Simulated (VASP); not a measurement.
Input:

```
Ni
1.0
    0.00000     1.73506     1.73506
    1.73506     0.00000     1.73506
    1.73506     1.73506     0.00000
Ni
1
Direct
  0.00000   0.00000   0.00000
```
Starting moments (μB, in the order of the record's atoms Ni): 0.6.

Calculation: vdW-DF-cx, VASP's PBE PAW potentials (set 64) (plane waves; VASP). Run with 520 eV cut-off, Gaussian smearing of 0.050 eV, potentials Ni.

Question: Give the spin-up energies of bands 1 to 6 at the high-symmetry points, in eV from the Fermi level.

Answer: 
```csv
band,Γ,X,U,L,W
1,-9.30,-4.88,-4.16,-5.04,-3.95
2,-2.50,-4.38,-3.87,-2.50,-3.18
3,-2.50,-0.52,-2.17,-2.50,-3.18
4,-2.50,-0.40,-1.11,-0.56,-1.35
5,-1.27,-0.40,-0.67,-0.56,-0.40
6,-1.27,2.47,5.91,-0.35,7.97
```

Question: Give the spin-down energies of bands 1 to 6 at the high-symmetry points, in eV from the Fermi level.

Answer: 
```csv
band,Γ,X,U,L,W
1,-9.31,-4.55,-3.76,-4.65,-3.58
2,-1.82,-3.82,-3.38,-1.92,-2.63
3,-1.82,0.07,-1.60,-1.92,-2.63
4,-1.82,0.38,-0.55,-0.39,-0.81
5,-0.71,0.38,0.10,0.14,0.38
6,-0.71,2.46,6.11,0.14,8.15
```

It has no gap at this level: it comes out as a metal or semimetal.

The compound is Ni in the fcc structure. It was relaxed first.
